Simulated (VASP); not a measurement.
Consider the following.

```
CELL_PARAMETERS angstrom
      0.00000     2.72797     2.72797
      2.72797     0.00000     2.72797
      2.72797     2.72797     0.00000
ATOMIC_POSITIONS crystal
  Pb 0.00000 0.00000 0.00000
  O  0.25000 0.25000 0.25000
```

The numbers are results of PBEsol GGA, VASP's PBE PAW potentials (set 64) (plane waves; VASP), not measurements. Settings: 620 eV cut-off, 8×8×8 Γ-centred mesh, Gaussian smearing of 0.050 eV, potentials Pb_d O.

Unless said otherwise, spin-orbit coupling is left out, though it shifts the bands of the heavy elements here.

### Question
Estimate the energy per atom (σ→0), pressure, band gap (on the k-mesh) with the smallest direct gap where there is one.

### Answer

band gap (on the k-mesh): 0.12 eV
smallest direct gap (on the k-mesh): 0.30 eV
energy per atom (σ→0): -5.461 eV/atom
pressure: 5.02 GPa

The structure was generated: PbO was put into the zinc blende type (F-43m), which need not be its known phase. It was relaxed first under an external pressure of 5 GPa.
